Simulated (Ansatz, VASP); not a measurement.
**Rb3SrCl: VASP beside Ansatz**

Contents of INCAR:

```
PREC     = Accurate       # precision mode
ENCUT    = 600            # plane-wave cutoff, eV
EDIFF    = 1E-6           # SCF threshold, eV
ISMEAR   = 0              # smearing method
SIGMA    = 0.1            # smearing width, eV
LREAL    = F              # projectors in reciprocal space
LASPH    = T              # aspherical terms in the spheres
NELM     = 100            # most SCF steps
ALGO     = Normal         # electronic algorithm
ISIF     = 3              # what is computed and relaxed
LWAVE    = F              # write WAVECAR
LCHARG   = F              # write CHGCAR
GGA      = PE             # functional
IBRION   = 2              # ionic algorithm
NSW      = 90             # ionic steps
EDIFFG   = -0.04          # ionic threshold
```

File KPOINTS:

```
regular mesh
0
Gamma
  3 3 3
```

POSCAR

```
Rb3SrCl
1.0
    3.9935740700      2.3056910600      3.3985763700
   -3.9935740700      2.3056910600      3.3985763700
    0.0000000000     -4.6113821300      3.3985763700
Rb Sr Cl
3 1 1
Direct
    0.5543230600      0.4456769400      0.0000000000
    0.0000000000      0.5543230600      0.4456769400
    0.4456769400      0.0000000000      0.5543230600
    0.0000000000      0.0000000000      0.0000000000
    0.5000000000      0.5000000000      0.5000000000
```

Input for Ansatz:

```yaml
crystal:
  lattice:
    - [3.99357407, 2.30569106, 3.39857637]
    - [-3.99357407, 2.30569106, 3.39857637]
    - [0.0, -4.61138213, 3.39857637]
  atoms:
    - { symbol: Rb, position: [0.55432306, 0.44567694, 0.0] }
    - { symbol: Rb, position: [0.0, 0.55432306, 0.44567694] }
    - { symbol: Rb, position: [0.44567694, 0.0, 0.55432306] }
    - { symbol: Sr, position: [0.0, 0.0, 0.0] }
    - { symbol: Cl, position: [0.5, 0.5, 0.5] }
basis:
  ecutwfc: 420
kpoints:
  mp_grid: { grid: [3, 3, 3] }
hamiltonian:
  xc: pbe
scf:
  occupations: { method: gaussian, width: 0.1 }
  lower_state_search: "off"
output:
  forces: true
  stress: true
  eigenvalues: true
relax:
  adjacent_minimum: "off"
  f_tol: 0.04
  max_steps: 70
  cell: { stress_tol: 0.4 }
```

Alike in both runs: task relaxation of cell and atoms; functional PBE; k mesh 3 × 3 × 3; occupations gaussian, width 0.1 eV; no spin polarisation.

```csv
,VASP,Ansatz
version,VASP 6.6.1,Ansatz 0.2.0
potentials or method,"VASP PAW PBE potentials, release 64 (Rb_sv, Sr_sv, Cl)","scalar-relativistic, plane waves, PAW"
plane-wave cutoff (eV),600,420
valence electrons in the cell,44,44
```

```tsv
	VASP	Ansatz	Ansatz less VASP
gap on the k mesh at the Fermi level, each at its own relaxed structure (eV)	none	none	-
relaxed volume (Å³/atom)	62.11	60.18	-1.928
relaxed cell length with the largest relative difference (Å)	6.772	6.701	-0.0705
energy change over the relaxation (meV/atom)	-485	-482	+3.1
```

A gap of «none» marks a metal or a gap that the smearing closes.

Caveats: the k mesh is coarse (spacing up to 0.37 Å⁻¹), so the values aren't converged; the volume moved by over 15 % at a fixed basis, so the end points are rough (VASP).
